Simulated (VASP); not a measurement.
Calculation: PBE GGA, VASP's PBE PAW potentials (set 64) (plane waves; VASP).

VASP ran on this input.

### KPOINTS
```
Automatic mesh
0
G
  8 8 8
```

**INCAR**
```
SYSTEM = Ni3Al
PREC = Accurate; ENCUT = 175; LREAL = .FALSE.
LASPH = .TRUE.
EDIFF = 1E-6; NELM = 100; ALGO = Normal
LMAXMIX = 4
ISMEAR = 1; SIGMA = 0.1
GGA = PE
MAGMOM = 0.0 3*0.5
ISPIN = 2
ISIF = 2
LWAVE = .FALSE.; LCHARG = .FALSE.; LORBIT = 10
```

POSCAR:
```
Ni3Al
3.570
  1.0000000000   0.0000000000   0.0000000000
  0.0000000000   1.0000000000   0.0000000000
  0.0000000000   0.0000000000   1.0000000000
Al Ni
1 3
Cart
  0.0000000000   0.0000000000   0.0000000000
  0.0000000000   0.5000000000   0.5000000000
  0.5000000000   0.0000000000   0.5000000000
  0.5000000000   0.5000000000   0.0000000000
```

POTCAR, in this order: Al Ni (PBE.64 set). Program: vasp_std.

Output of the run:

### OSZICAR
```
       N       E                     dE             d eps       ncg     rms          rms(c)
DAV:   1     0.724779978811E+02    0.72478E+02   -0.76005E+03  3027   0.703E+02
DAV:   2    -0.231714948319E+02   -0.95649E+02   -0.89276E+02  3000   0.183E+02
DAV:   3    -0.252859902183E+02   -0.21145E+01   -0.20868E+01  3373   0.323E+01
DAV:   4    -0.252972160932E+02   -0.11226E-01   -0.11224E-01  3085   0.223E+00
DAV:   5    -0.252972977357E+02   -0.81642E-04   -0.81636E-04  3438   0.189E-01    0.279E+01
DAV:   6    -0.240450761915E+02    0.12522E+01   -0.10524E+02  3126   0.105E+02    0.192E+01
DAV:   7    -0.173094581023E+02    0.67356E+01   -0.21581E+01  3195   0.469E+01    0.279E+00
DAV:   8    -0.172938659513E+02    0.15592E-01   -0.46713E-01  3070   0.376E+00    0.161E+00
DAV:   9    -0.172868403596E+02    0.70256E-02   -0.47356E-02  3195   0.161E+00    0.457E-01
DAV:  10    -0.172867680345E+02    0.72325E-04   -0.28206E-03  3100   0.428E-01    0.311E-01
DAV:  11    -0.172869015322E+02   -0.13350E-03   -0.32185E-04  3105   0.148E-01    0.111E-01
DAV:  12    -0.172868731549E+02    0.28377E-04   -0.75570E-05  3201   0.731E-02    0.400E-02
DAV:  13    -0.172868692339E+02    0.39210E-05   -0.11012E-05  3195   0.250E-02    0.193E-02
DAV:  14    -0.172868690987E+02    0.13528E-06   -0.10070E-06  1870   0.868E-03
   1 F= -.17286869E+02 E0= -.17287712E+02  d E =0.252890E-02  mag=     0.5260
```

### OUTCAR
```
------------------------ aborting loop because EDIFF is reached ----------------------------------------
  FORCE on cell =-STRESS in cart. coord.  units (eV):
  Direction    XX          YY          ZZ          XY          YZ          ZX
  --------------------------------------------------------------------------------------
  Total      -59.3810427    -59.3810427    -59.3810427      0.0000000     -0.0000000      0.0000000
  in kB    -2090.9986560  -2090.9986560  -2090.9986560      0.0000000     -0.0000000      0.0000000
  external PRESSURE =   -2090.9986560 kB  Pullay stress =       0.0000000 kB
  volume of cell :       45.50
      direct lattice vectors                 reciprocal lattice vectors
     3.570000000  0.000000000  0.000000000     0.280112045  0.000000000  0.000000000
     0.000000000  3.570000000  0.000000000     0.000000000  0.280112045  0.000000000
     0.000000000  0.000000000  3.570000000     0.000000000  0.000000000  0.280112045
 POSITION                                       TOTAL-FORCE (eV/Angst)
 -----------------------------------------------------------------------------------
      0.00000      0.00000      0.00000         0.000000      0.000000      0.000000
      0.00000      1.78500      1.78500         0.000000      0.000000      0.000000
      1.78500      0.00000      1.78500         0.000000      0.000000      0.000000
      1.78500      1.78500      0.00000         0.000000      0.000000      0.000000
 -----------------------------------------------------------------------------------
    total drift:                                0.000000      0.000000      0.000000
  FREE ENERGIE OF THE ION-ELECTRON SYSTEM (eV)
  ---------------------------------------------------
  free  energy   TOTEN  =       -17.2868690987 eV

  energy  without entropy=      -17.2893980025  energy(sigma->0) =      -17.28771207

 total charge

# of ion       s       p       d       tot
------------------------------------------
    1        0.420   0.414   0.000   0.834
    2        0.477   0.493   8.785   9.755
    3        0.477   0.493   8.785   9.755
    4        0.477   0.493   8.785   9.755
--------------------------------------------------
tot          1.850   1.894  26.355  30.098

 magnetization (x)

# of ion       s       p       d       tot
------------------------------------------
    1        0.001  -0.005   0.000  -0.004
    2       -0.001  -0.003   0.189   0.185
    3       -0.001  -0.003   0.189   0.185
    4       -0.001  -0.003   0.189   0.185
--------------------------------------------------
tot         -0.002  -0.013   0.567   0.552
```
(Selected blocks of OUTCAR.)

At this cut-off the stress carries a Pulay error, which pulls relaxed volumes low.

The compound is Ni3Al in the L1_2 structure. The cell was not relaxed at this level. The run is one of a series of settings (ENCUT = 175 against the base run), some of them coarse on purpose.
